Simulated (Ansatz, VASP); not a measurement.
## Two plane-wave programs on CrInF3

```
CELL_PARAMETERS angstrom
3.97327 0.00000 0.00000
0.00000 3.97327 0.00000
0.00000 0.00000 3.97327
ATOMIC_POSITIONS crystal
Cr 0.00000 0.00000 0.00000
In 0.50000 0.50000 0.50000
F 0.50000 0.00000 0.00000
F 0.00000 0.00000 0.50000
F 0.00000 0.50000 0.00000
```

Change from the starting cell: species swapped into the KMnF3 type (Pm-3m, No. 221).

Alike in both runs: task relaxation of cell and atoms; functional PBE; k mesh 4 × 4 × 4; occupations gaussian, width 0.1 eV; collinear spin.

```csv
,VASP,Ansatz
version,VASP 6.6.1,Ansatz 0.2.0
potentials or method,"VASP PAW PBE potentials, release 64 (Cr_pv, In_d, F)","scalar-relativistic, plane waves, PAW"
plane-wave cutoff (eV),600,420
valence electrons in the cell,46,48
```

```tsv
	VASP	Ansatz	Ansatz less VASP
gap on the k mesh at the Fermi level, each at its own relaxed structure (eV)	none	none	-
net moment per atom (μB)	0.80	0.80	0.000
size of the moment on the site where the two differ most (μB)	3.69	3.23	-0.454
relaxed volume (Å³/atom)	15.22	15.28	+0.061
relaxed cell length with the largest relative difference (Å)	4.238	4.244	+0.0056
energy change over the relaxation (meV/atom)	-151	-150	+0.9
```

Site moments also hang on the region over which each program counts them. A gap of «none» marks a metal or a gap that the smearing closes. The two sets of potentials don't hold the same shells in valence.

Caveats: the k mesh is coarse (spacing up to 0.40 Å⁻¹), so the values aren't converged; the volume moved by over 15 % at a fixed basis, so the end points are rough (VASP); a cell with one magnetic atom can't hold antiferromagnetic order, which such compounds often take; semilocal functionals often make such compounds metallic where correlation or magnetic order opens a gap, which also shifts bond lengths.
